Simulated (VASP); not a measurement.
## Nb: relaxation of cell and atoms with r2SCAN

Crystal: Nb.

```
CELL_PARAMETERS angstrom
-1.66395 1.66395 1.66395
1.66395 -1.66395 1.66395
1.66395 1.66395 -1.66395
ATOMIC_POSITIONS crystal
Nb 0.00000 0.00000 0.00000
```

- Program: VASP 6.6.1
- Task: relaxation of cell and atoms
- Functional: r2SCAN
- Potentials or basis: VASP PAW PBE potentials, release 64 (Nb_sv)
- Cutoff: 600 eV
- k mesh: 16 × 16 × 16
- Occupations: methfessel-paxton, width 0.1 eV
- Spin: no spin polarisation
- Further INCAR settings: ALGO = Normal; EDIFF = 1e-06; IBRION = 2; EDIFFG = -0.01; NSW = 90; ISIF = 3

- Relaxed volume: 17.99 Å³/atom
- Relaxed cell: a = 2.859 Å, b = 2.859 Å, c = 2.859 Å, α = 109.47°, β = 109.47°, γ = 109.47°
- Space group after relaxing (to 0.05 Å): Im-3m (No. 229)
- Energy gained by relaxing: 5.9 meV/atom
- Ionic steps: 3
- Pressure after relaxing: -0.1 GPa
- Band gap on the k mesh: none (metal or under the smearing width)

The path:
```tsv
step	energy change (eV)	largest force (eV/Å)	pressure (GPa)	volume (Å³)
1	0.0000	0.0000	-4.14	18.43
2	0.0145	0.0000	8.52	17.19
3	-0.0059	0.0000	-0.06	17.99
```

Final structure:
```
Nb
1.0
    -1.65052    1.65052    1.65052
     1.65052   -1.65052    1.65052
     1.65052    1.65052   -1.65052
Nb
1
Direct
  0.00000 0.00000 0.00000
```

Levels at points of the mesh, in eV from the Fermi level:
| k point | band 4 | band 5 | band 6 | band 7 | band 8 | band 9 |
| --- | --- | --- | --- | --- | --- | --- |
| (0.00, 0.00, 0.00) | -30.70 | -6.30 | 0.43 | 0.43 | 0.43 | 3.56 |
| (0.50, 0.00, 0.00) | -30.71 | -3.92 | -1.73 | 2.25 | 3.58 | 4.31 |
| (0.50, 0.50, 0.50) | -31.69 | -3.91 | -3.91 | 5.86 | 5.86 | 5.86 |

Wall time 100 s on 1 thread of Intel(R) Xeon(R) 6975P-C (Granite Rapids), with other jobs on the host, peak memory 0.18 GiB.

Caveat: the PAW data sets were made with another functional, which shifts forces and pressure a little.
